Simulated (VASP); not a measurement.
```xyz
2
Lattice="2.7470 0.0000 0.0000 0.0000 2.7470 0.0000 0.0000 0.0000 3.6327" Properties=species:S:1:pos:R:3 pbc="T T T"
V      1.3735     1.3735     1.8164
Ir     0.0000     0.0000     0.0000
```

Calculation: PBEsol GGA, VASP's PBE PAW potentials (set 64) (plane waves; VASP). Run with 300 eV cut-off, 10×10×7 Γ-centred mesh, Gaussian smearing of 0.14 eV, potentials V_sv Ir.

### Question
Give the energies of bands 5 to 14 at the high-symmetry points, in eV from the Fermi level.

### Answer

```csv
band,Γ,X,M,Z,R,A
5,-9.13,-5.67,-6.42,-7.26,-6.19,-5.45
6,-5.92,-3.93,-5.38,-5.14,-5.86,-4.13
7,-5.73,-3.92,-5.09,-4.59,-2.72,-4.13
8,-2.13,-3.23,-5.09,-1.73,-2.31,-2.57
9,-2.13,-1.87,1.86,-1.67,-2.23,-1.61
10,-0.54,-1.24,2.06,-1.31,-0.26,-1.61
11,-0.19,-1.18,2.36,-1.31,0.15,-0.80
12,1.22,-0.73,2.36,0.22,0.36,1.27
13,2.48,0.58,2.50,0.56,1.74,1.87
14,2.86,1.25,2.89,0.83,2.50,2.90
```

It has no gap at this level: it comes out as a metal or semimetal.

The structure comes from a computed database's VIr entry (P4/mmm); how it stands against other phases isn't given here. The cell was not relaxed at this level. The run is not spin-polarised, so no magnetic state was tried.
